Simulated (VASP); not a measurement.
An input for Quantum ESPRESSO's pw.x (written as the equivalent of a VASP run, and not itself run):

```
&CONTROL
  calculation = 'scf'
  pseudo_dir = './pseudo'
  outdir = './out'
  tprnfor = .true.
  tstress = .true.
/
&SYSTEM
  ibrav = 0
  nat = 3
  ntyp = 2
  ecutwfc = 84
  occupations = 'tetrahedra'
  input_dft = 'pw91'
/
&ELECTRONS
  conv_thr = 7.3e-09
  electron_maxstep = 100
/
ATOMIC_SPECIES
  Mg 24.305 Mg.upf
  Si 28.085 Si.upf
CELL_PARAMETERS angstrom
    -0.0000000    3.1794931    3.1794931
     3.1794931   -0.0000000    3.1794931
     3.1794931    3.1794931    0.0000000
ATOMIC_POSITIONS crystal
  Mg   0.2500000  0.2500000  0.2500000
  Mg   0.7500000  0.7500000  0.7500000
  Si   0.0000000  1.0000000  1.0000000
K_POINTS automatic
  7 7 7 0 0 0
```

Translate this input to VASP (INCAR, KPOINTS, POSCAR, choice of POTCAR).

One answer among several that fit: 
File POSCAR:
```
Mg2Si
1
   -0.0000000000     3.1794930741     3.1794930741
    3.1794930741    -0.0000000000     3.1794930741
    3.1794930741     3.1794930741     0.0000000000
Mg Si
2 1
Direct
  0.2500000000   0.2500000000   0.2500000000
  0.7500000000   0.7500000000   0.7500000000
  0.0000000000   1.0000000000   1.0000000000
```

**INCAR**
```
SYSTEM = Mg2Si
PREC = Accurate; ENCUT = 520; LREAL = F
LASPH = T
EDIFF = 1E-7; NELM = 100; ALGO = Normal
ISMEAR = -5
GGA = 91
ISIF = 2
LWAVE = F; LCHARG = T; LORBIT = 11
NEDOS = 601
LEFG = T
```

KPOINTS:
```
Automatic mesh
0
Gamma
7 7 7
0 0 0
```

POTCAR, in this order: Mg Si (PBE.64 set). Program: vasp_std.

What does not carry over: the potentials are each code's own (VASP's PAW set, PseudoDojo norm-conserving files in pw.x), so ENCUT and ecutwfc are chosen apart and not converted; conv_thr bounds pw.x's estimated SCF error, while EDIFF bounds the energy change between steps; the field gradients of LEFG aren't asked of the other code.

The compound is Mg2Si in the antifluorite structure. It was relaxed first.
